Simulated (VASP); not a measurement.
OSZICAR of a VASP run on Ta (bcc):

### OSZICAR
```
       N       E                     dE             d eps       ncg     rms          rms(c)
DAV:   1     0.462233829162E+02    0.46223E+02   -0.65939E+03  1872   0.117E+03
DAV:   2    -0.115737642408E+02   -0.57797E+02   -0.57000E+02  2348   0.245E+02
DAV:   3    -0.122318082225E+02   -0.65804E+00   -0.64007E+00  2181   0.269E+01
DAV:   4    -0.122356341528E+02   -0.38259E-02   -0.38234E-02  2106   0.180E+00
DAV:   5    -0.122356614746E+02   -0.27322E-04   -0.27321E-04  2151   0.124E-01    0.133E+01
DAV:   6    -0.118526413574E+02    0.38302E+00   -0.44601E-01  1939   0.808E+00    0.639E+00
DAV:   7    -0.117407077958E+02    0.11193E+00   -0.33749E-01  1963   0.668E+00    0.377E-01
DAV:   8    -0.117392553106E+02    0.14525E-02   -0.17153E-03  2101   0.521E-01    0.844E-02
DAV:   9    -0.117392744017E+02   -0.19091E-04   -0.95257E-05  2059   0.126E-01    0.343E-02
DAV:  10    -0.117392694921E+02    0.49096E-05   -0.37720E-06  1973   0.303E-02    0.108E-02
DAV:  11    -0.117392701626E+02   -0.67044E-06   -0.73137E-08   988   0.345E-03
   1 F= -.11739270E+02 E0= -.11739394E+02  d E =-.117393E+02
```

Task: Which electronic solver shows in the log?

Result: It is blocked Davidson (ALGO = Normal, or the opening steps of other solvers). The INCAR had ALGO = Normal.

Task: Can the final energy be trusted as converged?

Result: The run converged. It stopped with EDIFF = 1E-6, NELM = 100, NSW = 60 and EDIFFG = -0.01 after 1 ionic step (PW91 GGA, plane waves, VASP's PBE PAW potentials (set 64)).

The compound is Ta in the bcc structure. It was relaxed first. The start is the result of an earlier pass.
